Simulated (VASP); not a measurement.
Here is the system:

```yaml
crystal:
  lattice:
    - [0.00000, 3.55168, 3.55168]
    - [3.55168, 0.00000, 3.55168]
    - [3.55168, 3.55168, 0.00000]
  atoms:
    - { symbol: K, position: [0.00000, 0.00000, 0.00000] }
    - { symbol: I, position: [0.50000, 0.50000, 0.50000] }
```

Method: rev-vdW-DF2, VASP's PBE PAW potentials (set 64) (plane waves; VASP). Run with 520 eV cut-off, 7×7×7 Γ-centred mesh, Gaussian smearing of 0.050 eV, potentials K_sv I.

Unless said otherwise, spin-orbit coupling is left out, though it shifts the bands of the heavy elements here.

Question: Predict the energy per atom (σ→0), band gap (on the k-mesh) with the smallest direct gap where there is one.

Answer: 
```json
{
  "band gap (on the k-mesh)": "3.76 eV",
  "smallest direct gap (on the k-mesh)": "3.76 eV",
  "energy per atom (σ→0)": "-0.958 eV/atom"
}
```

Total energies compare only between runs with the same potentials, cut-off and functional.

The compound is KI in the rock salt structure. This cell is one point of a volume scan, at 1.03 of the reference volume.
